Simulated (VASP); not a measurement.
## In3GaSb2N2: relaxation of cell and atoms with PBE

The system is In3GaSb2N2.

```
CELL_PARAMETERS angstrom
-3.23879 3.23879 4.75583
3.23879 -3.23879 4.75583
3.23879 3.23879 -4.75583
ATOMIC_POSITIONS crystal
In 0.50000 0.00000 0.50000
In 0.00000 0.50000 0.50000
In 0.00000 0.00000 0.00000
Ga 0.50000 0.50000 0.00000
Sb 0.26839 0.26839 0.00000
Sb 0.73161 0.73161 0.00000
N 0.75000 0.25000 0.50000
N 0.25000 0.75000 0.50000
```

The cell was built by a generator and needn't be a form met in nature.

```
Program                : VASP 6.6.1
Task                   : relaxation of cell and atoms
Functional             : PBE
Potentials or basis    : VASP PAW PBE potentials, release 64 (In_d, Ga_d, Sb, N)
Cutoff                 : 520 eV
k mesh                 : 3 × 3 × 3
Occupations            : gaussian, width 0.15 eV
Spin                   : no spin polarisation
Further INCAR settings : PREC = Normal; ALGO = Fast; EDIFF = 0.0001; IBRION = 2; EDIFFG = -0.08; NSW = 24; ISIF = 3
```

The relaxed volume is 20.32 Å³/atom, the relaxed cell is a = 6.782 Å, b = 6.782 Å, c = 6.782 Å, α = 133.26°, β = 133.26°, γ = 68.25° and the space group after relaxing (to 0.05 Å) is I4/mmm (No. 139). The energy gained by relaxing is 678.7 meV/atom, the ionic steps are 11 and the pressure after relaxing is 0.3 GPa. The largest force after relaxing is 0.045 eV/Å and the band gap on the k mesh is none (metal or under the smearing width).

Forces on the atoms (eV/Å):
```
In   0.000  0.000  0.000
In   0.000  0.000  0.000
In   0.000  0.000  0.000
Ga   0.000  0.000  0.000
Sb   0.000  0.000  0.045
Sb   0.000  0.000 -0.045
N    0.000  0.000  0.000
N    0.000  0.000  0.000
```

Stress tensor (GPa, compression positive):
```
0.47 0.00 0.00
0.00 0.47 0.00
0.00 0.00 0.11
```

The path:
| step | energy change (eV) | largest force (eV/Å) | pressure (GPa) | volume (Å³) |
| --- | --- | --- | --- | --- |
| 1 | 0.0000 | 2.4463 | 2.68 | 199.55 |
| 2 | -3.0889 | 0.1957 | -8.45 | 208.46 |
| 3 | -3.2826 | 0.2611 | -9.25 | 209.47 |
| 4 | -5.2412 | 0.3809 | -0.95 | 168.39 |
| 5 | -5.2530 | 0.3679 | -2.66 | 171.37 |
| 6 | -5.2539 | 0.3713 | -2.33 | 170.63 |
| 7 | -5.4126 | 0.3826 | -0.33 | 164.16 |
| 8 | -5.4154 | 0.3812 | 0.22 | 163.21 |
| 9 | -5.4154 | 0.3827 | -0.08 | 163.35 |
| 10 | -5.4267 | 0.1838 | 0.16 | 162.90 |
| 11 | -5.4296 | 0.0455 | 0.35 | 162.56 |

Final structure:
```
CELL_PARAMETERS angstrom
-2.69039 2.69039 5.61465
2.69039 -2.69039 5.61465
2.69039 2.69039 -5.61465
ATOMIC_POSITIONS crystal
In 0.50000 0.00000 0.50000
In 0.00000 0.50000 0.50000
In 0.00000 0.00000 0.00000
Ga 0.50000 0.50000 0.00000
Sb 0.25629 0.25629 0.00000
Sb 0.74371 0.74371 0.00000
N 0.75000 0.25000 0.50000
N 0.25000 0.75000 0.50000
```

Levels at points of the mesh, in eV from the Fermi level:
```tsv
k point	band 34	band 35	band 36	band 37	band 38	band 39
(0.00, 0.00, 0.00)	-2.67	-0.32	0.53	0.89	0.89	2.56
```

Wall time 3.5 min on 1 thread of Intel(R) Xeon(R) 6975P-C (Granite Rapids), with other jobs on the host, peak memory 0.29 GiB.

Caveat: the k mesh is coarse (spacing up to 0.46 Å⁻¹), so the values aren't converged; the volume moved by over 15 % at a fixed basis, so the end points are rough; the relaxation stopped at a loose force limit of 0.08 eV/Å, so its end isn't a converged minimum. Spin-orbit coupling is left out, which matters for the levels of Sb.
